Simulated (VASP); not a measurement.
An input for Ansatz (written as the equivalent of a VASP run, and not itself run):

Ansatz 0.2 input:
```yaml
crystal:
  lattice:
    - [0.0000000, 3.2566475, 3.2566475]
    - [3.2566475, 0.0000000, 3.2566475]
    - [3.2566475, 3.2566475, 0.0000000]
  atoms:
    - { symbol: Na, position: [0.0000000, 0.0000000, 0.0000000] }
    - { symbol: I, position: [0.5000000, 0.5000000, 0.5000000] }
kpoints:
  mp_grid: { grid: [6, 6, 6] }
hamiltonian:
  xc: pbe
  pseudopotentials: { kind: paw }
scf:
  occupations: { method: gaussian, width: 0.05 }
  max_iter: 100
output: { forces: true, stress: true, eigenvalues: true }
```

**Question.** Write the VASP files for the same calculation (PBE).

**Answer.** This is not unique; one that fits is 
### POSCAR
```
NaI
1
    0.0000000000     3.2566474709     3.2566474709
    3.2566474709     0.0000000000     3.2566474709
    3.2566474709     3.2566474709     0.0000000000
Na I
1 1
Direct
  0.0000000000   0.0000000000   0.0000000000
  0.5000000000   0.5000000000   0.5000000000
```

KPOINTS:
```
kpoints
0
G
6 6 6
```

INCAR:
```
ALGO  =  Normal
EDIFF  =  1E-7
ENCUT  =  480
GGA  =  PE
ISIF  =  2
ISMEAR  =  0
LASPH  =  T
LCHARG  =  F
LMAXMIX  =  4
LREAL  =  F
LWAVE  =  F
NELM  =  100
PREC  =  Accurate
SIGMA  =  0.05
SYSTEM  =  NaI
```

POTCAR, in this order: Na_pv I (PBE.64 set). Program: vasp_std.

What does not carry over: each code has its own PAW files, so the cut-off isn't converted (ENCUT is set for VASP's; basis.ecutwfc is left out, and Ansatz then takes the one that its files recommend); Ansatz stops its SCF on the density residual and VASP on the energy change (EDIFF).

The compound is NaI in the rock salt structure. It was relaxed first.
